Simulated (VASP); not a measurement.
Here is the system:

```xyz
4
Lattice="1.2207 -2.1143 0.0000 1.2207 2.1143 0.0000 0.0000 0.0000 6.6366" Properties=species:S:1:pos:R:3 pbc="T T T"
C      0.0000     0.0000     1.6592
C      0.0000     0.0000     4.9775
C      1.2207     0.7048     1.6592
C      1.2207    -0.7048     4.9775
```

Calculation: optB88-vdW, VASP's PBE PAW potentials (set 64) (plane waves; VASP). Run with 520 eV cut-off, 10×10×4 Γ-centred mesh, Gaussian smearing of 0.050 eV, potentials C.

Question: The ions and cell shape at fixed volume are relaxed. Give the cell that the relaxation ends in.

Answer: 
```xyz
4
Lattice="1.2316 -2.1332 0.0000 1.2316 2.1332 0.0000 0.0000 0.0000 6.5199" Properties=species:S:1:pos:R:3 pbc="T T T"
C      0.0000     0.0000     1.6300
C      0.0000     0.0000     4.8899
C      1.2316     0.7111     1.6300
C      1.2316    -0.7111     4.8899
```
Space group P6_3/mmc (194), at a tolerance of 0.03 Å.

Question: How much energy does the relaxation gain?

Answer: The energy (σ→0) changes by -5.9 meV/atom, in 3 ionic steps.

The compound is C in the graphite structure. This cell is one point of a volume scan, at 0.97 of the reference volume. Symmetry was kept, so distortions that lower it aren't found.
